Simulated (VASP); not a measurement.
VASP runs on WSi$_{2}$ (MoSi2 type) share one base input (PBE GGA, plane waves, VASP's PBE PAW potentials (set 64)) and change the settings named in each case.

File KPOINTS:
```
Regular mesh
0
gamma
12 12 12
0 0 0
```

POSCAR:
```
WSi2
1
   -1.6371000000     1.6371000000     3.9933000000
    1.6371000000    -1.6371000000     3.9933000000
    1.6371000000     1.6371000000    -3.9933000000
Si W
2 1
Direct
  0.6650000000   0.6650000000   0.0000000000
  0.3350000000   0.3350000000   0.0000000000
  0.0000000000   0.0000000000   0.0000000000
```

**INCAR**
```
ALGO  =  Normal
EDIFF  =  1E-6
ENCUT  =  400
GGA  =  PE
ISIF  =  2
ISMEAR  =  1
LASPH  =  .TRUE.
LCHARG  =  .FALSE.
LMAXMIX  =  6
LREAL  =  .FALSE.
LWAVE  =  .FALSE.
NELM  =  100
PREC  =  Accurate
SIGMA  =  0.1
SYSTEM  =  WSi2
```

POTCAR, in this order: Si W_sv (PBE.64 set). Program: vasp_std.

```json
[
 {"change": "base run", "E(σ→0) (eV/atom)": "-8.2552", "pressure (GPa)": "-8.55", "largest force (eV/Å)": "0.023", "−TS (eV)": "0.0002"},
 {"change": "LDAU = .TRUE., LDAUJ = 0 0, LDAUL = -1 2, LDAUTYPE = 2, LDAUU = 0 1.0", "E(σ→0) (eV/atom)": "-7.8790", "pressure (GPa)": "-7.75", "largest force (eV/Å)": "0.027", "−TS (eV)": "0.0001"},
 {"change": "LDAU = .TRUE., LDAUJ = 0 0, LDAUL = -1 2, LDAUTYPE = 2, LDAUU = 0 2.0", "E(σ→0) (eV/atom)": "-7.5046", "pressure (GPa)": "-6.92", "largest force (eV/Å)": "0.036", "−TS (eV)": "-0.0001"},
 {"change": "LDAU = .TRUE., LDAUJ = 0 0, LDAUL = -1 2, LDAUTYPE = 2, LDAUU = 0 3.0", "E(σ→0) (eV/atom)": "-7.1321", "pressure (GPa)": "-6.05", "largest force (eV/Å)": "0.051", "−TS (eV)": "-0.0005"},
 {"change": "LDAU = .TRUE., LDAUJ = 0 0, LDAUL = -1 2, LDAUTYPE = 2, LDAUU = 0 4.0", "E(σ→0) (eV/atom)": "-6.7617", "pressure (GPa)": "-5.12", "largest force (eV/Å)": "0.078", "−TS (eV)": "-0.0008"},
 {"change": "LDAU = .TRUE., LDAUJ = 0 0, LDAUL = -1 2, LDAUTYPE = 2, LDAUU = 0 5.0", "E(σ→0) (eV/atom)": "-6.3937", "pressure (GPa)": "-4.17", "largest force (eV/Å)": "0.111", "−TS (eV)": "-0.0007"},
 {"change": "LDAU = .TRUE., LDAUJ = 0 0, LDAUL = -1 2, LDAUTYPE = 2, LDAUU = 0 6.0", "E(σ→0) (eV/atom)": "-6.0283", "pressure (GPa)": "-3.18", "largest force (eV/Å)": "0.136", "−TS (eV)": "-0.0004"},
 {"change": "LDAU = .TRUE., LDAUJ = 0 0, LDAUL = -1 2, LDAUTYPE = 2, LDAUU = 0 8.0", "E(σ→0) (eV/atom)": "-5.3050", "pressure (GPa)": "(withheld)", "largest force (eV/Å)": "(withheld)", "−TS (eV)": "-0.0004"},
 {"change": "LDAU = .TRUE., LDAUJ = 0 0, LDAUL = -1 2, LDAUTYPE = 2, LDAUU = 0 5.0, LMAXMIX = 2", "E(σ→0) (eV/atom)": "-6.3937", "pressure (GPa)": "-4.17", "largest force (eV/Å)": "0.111", "−TS (eV)": "-0.0007"}
]
```

Q: Some entries are withheld; supply them.

A: 
- LDAU = .TRUE., LDAUJ = 0 0, LDAUL = -1 2, LDAUTYPE = 2, LDAUU = 0 8.0, pressure (GPa): -1.09
- LDAU = .TRUE., LDAUJ = 0 0, LDAUL = -1 2, LDAUTYPE = 2, LDAUU = 0 8.0, largest force (eV/Å): 0.174

Energies of different potentials or functionals have different zeros. Unless said otherwise, spin-orbit coupling is left out, though it shifts the bands of the heavy elements here.

Left out are runs that ran out of time, are held back, or changed the cell or the kind of run, fixed moments of cells without a moment, rows past the twelfth, gaps on odd meshes, pressures of charged cells and columns that move by less than the noise.

The compound is WSi2 in the MoSi2 type structure. The cell was not relaxed at this level.
